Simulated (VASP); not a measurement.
These are LDA (Ceperley-Alder, Perdew-Zunger), VASP's LDA PAW potentials (set 64) (plane waves; VASP 6.6.1) values and carry that method's errors.

Input for VASP

INCAR:
```
ALGO  =  Normal
EDIFF  =  1E-6
ENCUT  =  300
ISIF  =  2
ISMEAR  =  -1
LASPH  =  .TRUE.
LCHARG  =  .FALSE.
LREAL  =  .FALSE.
LWAVE  =  .FALSE.
NELM  =  100
PREC  =  Accurate
SIGMA  =  0.1
SYSTEM  =  Ca
```

**KPOINTS**
```
K-points
0
Gamma
  6 6 3
```

**POSCAR**
```
Ca
1
    3.9532550000     0.0000000000     0.0000000000
   -1.9766280000     3.4236190000     0.0000000000
    0.0000000000     0.0000000000     6.4184810000
Ca
2
Direct
  0.3407550000   0.6708610000   0.2494500000
  0.6592450000   0.3291390000   0.7505500000
```

POTCAR, in this order: Ca_sv (LDA.64 set). Program: vasp_std.

Output

OUTCAR:
```
 ion  position               nearest neighbor table
   1  0.341  0.671  0.249-
   2  0.659  0.329  0.751-
  LATTYP: Found a hexagonal cell.
 ALAT       =     3.9532550000
 C/A-ratio  =     1.6235939751
 Subroutine PRICEL returns:
 Original cell was already a primitive cell.
 Subroutine GETGRP returns: Found  2 space group operations
The static configuration has the point symmetry S_2 .
The dynamic configuration has the point symmetry S_2 .
 Subroutine INISYM returns: Found  2 space group operations
 Subroutine IBZKPT returns following result:
 Found     56 irreducible k-points:

 Following reciprocal coordinates:
            Coordinates               Weight
  0.000000  0.000000  0.000000      1.000000
  0.166667  0.000000  0.000000      2.000000
  0.000000  0.166667  0.000000      2.000000
 -0.166667  0.166667  0.000000      2.000000
  0.333333  0.000000  0.000000      2.000000
  0.000000  0.333333  0.000000      2.000000
 -0.333333  0.333333  0.000000      2.000000
  0.500000  0.000000  0.000000      1.000000
...
```

File OSZICAR:
```
       N       E                     dE             d eps       ncg     rms          rms(c)
DAV:   1     0.115060349346E+03    0.11506E+03   -0.84956E+03  1828   0.876E+02
DAV:   2     0.372848314501E+01   -0.11133E+03   -0.11038E+03  1820   0.283E+02
DAV:   3    -0.412288280949E+01   -0.78514E+01   -0.77291E+01  3106   0.477E+01
DAV:   4    -0.437867220961E+01   -0.25579E+00   -0.25505E+00  2078   0.848E+00
DAV:   5    -0.438522658707E+01   -0.65544E-02   -0.65537E-02  2562   0.110E+00    0.321E+00
DAV:   6    -0.436970158222E+01    0.15525E-01   -0.32434E-02  1964   0.180E+00    0.196E+00
DAV:   7    -0.436873654707E+01    0.96504E-03   -0.35309E-02  1910   0.204E+00    0.137E-01
DAV:   8    -0.436763015853E+01    0.11064E-02   -0.48630E-03  1898   0.700E-01    0.209E-02
DAV:   9    -0.436765808844E+01   -0.27930E-04   -0.31734E-04  2966   0.875E-02    0.170E-02
DAV:  10    -0.436765738531E+01    0.70313E-06   -0.50037E-05  2024   0.738E-02    0.119E-02
DAV:  11    -0.436765775225E+01   -0.36695E-06   -0.68257E-06  2102   0.278E-02
   1 F= -.43676578E+01 E0= -.43131664E+01  d E =-.108983E+00
```

File OUTCAR:
```
------------------------ aborting loop because EDIFF is reached ----------------------------------------
  FORCE on cell =-STRESS in cart. coord.  units (eV):
  Direction    XX          YY          ZZ          XY          YZ          ZX
  --------------------------------------------------------------------------------------
  Total       -1.2610823     -1.2107601     -0.9737633     -0.0371118     -0.0003544     -0.0004909
  in kB      -23.2584894    -22.3303829    -17.9593858     -0.6844633     -0.0065370     -0.0090536
  external PRESSURE =     -21.1827527 kB  Pullay stress =       0.0000000 kB
  volume of cell :       86.87
      direct lattice vectors                 reciprocal lattice vectors
     3.953255000  0.000000000  0.000000000     0.252956108  0.146044325  0.000000000
    -1.976628000  3.423619000  0.000000000     0.000000000  0.292088576  0.000000000
     0.000000000  0.000000000  6.418481000     0.000000000  0.000000000  0.155800103
 POSITION                                       TOTAL-FORCE (eV/Angst)
 -----------------------------------------------------------------------------------
      0.02105      2.29677      1.60109        -0.014339     -0.010044      0.009289
      1.95558      1.12685      4.81739         0.014339      0.010044     -0.009289
 -----------------------------------------------------------------------------------
    total drift:                               -0.000000      0.000000     -0.000000
  FREE ENERGIE OF THE ION-ELECTRON SYSTEM (eV)
  ---------------------------------------------------
  free  energy   TOTEN  =        -4.3676577523 eV

  energy  without entropy=       -4.2586750974  energy(sigma->0) =       -4.31316642
```
(Selected blocks of OUTCAR.)

At this cut-off the stress carries a Pulay error, which pulls relaxed volumes low.

The structure was generated: Ca was put into an ordered model structure, which need not be its known phase. The cell was not relaxed at this level, atoms are displaced from their ideal sites. The k-mesh is coarse (spacing up to 0.33 per Å, 2π included), so the numbers may not be converged in it.
